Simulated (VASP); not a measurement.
Set up this calculation in VASP 6.6.1, as the native input.

```yaml
Task: relaxation of the atoms
Functional: LDA
Potentials_or_basis: VASP PAW LDA potentials, release 64 (Ta_pv, Tl_d)
Cutoff: 520 eV
k_mesh: 8 × 8 × 6
Occupations: methfessel-paxton, width 0.1 eV
Spin: no spin polarisation
Further_INCAR_settings: ALGO = Fast; EDIFF = 1e-06; IBRION = 2; EDIFFG = -0.01; NSW = 40
```

The structure of TaTl lies in POSCAR:

```
TaTl
1.0
    3.4721891900      0.0000000000      0.0000000000
    0.0000000000      3.4721891900      0.0000000000
    0.0000000000      0.0000000000      4.2904585600
Ta Tl
1 1
Direct
    0.5000000000      0.5000000000      0.5000000000
    0.0000000000      0.0000000000      0.0000000000
```

The cell was built by a generator and needn't be a form met in nature.

One way to write it, as run:

INCAR

```
PREC = Accurate ; ENCUT = 520
EDIFF = 1E-6 ; ISMEAR = 1
SIGMA = 0.1 ; LREAL = False
LASPH = True ; NELM = 100
ALGO = Fast ; ISIF = 2
LWAVE = False ; LCHARG = False
IBRION = 2 ; NSW = 40
EDIFFG = -0.01
```

KPOINTS

```
regular mesh
0
Gamma
  8 8 6
```

Potentials or basis: VASP PAW LDA potentials, release 64 (Ta_pv, Tl_d).

Run with:

```sh
$ cat potpaw_LDA.64/Ta_pv/POTCAR potpaw_LDA.64/Tl_d/POTCAR > POTCAR
$ mpirun -np 1 vasp_std > vasp.out
```

It gave:

- Pressure after relaxing: -21.9 GPa
- Band gap on the k mesh: none (metal or under the smearing width)

Caveat: the relaxation stopped at its first step, so nothing moved.

It took 18 s on 1 thread of Intel(R) Xeon(R) 6975P-C (Granite Rapids), on a shared host, peak memory 0.18 GiB.
